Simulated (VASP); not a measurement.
Here is a VASP 6.6.1 calculation.

INCAR

```
  PREC = Accurate
  ENCUT = 520
  EDIFF = 1E-6
  ISMEAR = 0
  SIGMA = 0.1
  LREAL = F
  LASPH = T
  NELM = 100
  ALGO = Normal
  ISIF = 2
  LWAVE = F
  LCHARG = F
  GGA = PE
  NBANDS = 26
```

File KPOINTS:

```
Automatic mesh
0
Gamma
  4 4 4
```

POSCAR

```
AgSnNO
1.0
    3.0489384199     -3.2595663440      0.0000000000
    3.0489384199      3.2595663440      0.0000000000
    0.0000000000      0.0000000000      4.1422408317
Ag Sn N O
1 1 1 1
Direct
    0.0000000000      0.0000000000      0.0000000000
    0.5000000000      0.5000000000      0.0000000000
    0.0000000000      0.0000000000      0.5000000000
    0.5000000000      0.5000000000      0.5000000000
```

Potentials or basis: VASP PAW PBE potentials, release 64 (Ag, Sn_d, N, O).

Launch:

```console
$ cat potpaw_PBE.64/Ag/POTCAR potpaw_PBE.64/Sn_d/POTCAR potpaw_PBE.64/N/POTCAR potpaw_PBE.64/O/POTCAR > POTCAR
$ mpirun -np 1 vasp_std > vasp.out
```

Question: What does it give for the band gap on the k mesh?

Answer: None (metal or under the smearing width).

Question: What does it give for the pressure?

Answer: -6.2 GPa.

Stress tensor (GPa, compression positive):
```
  1.03   0.00   0.00
  0.00   0.14   0.00
  0.00   0.00 -19.69
```

Caveat: the k mesh is coarse (spacing up to 0.38 Å⁻¹), so the values aren't converged.
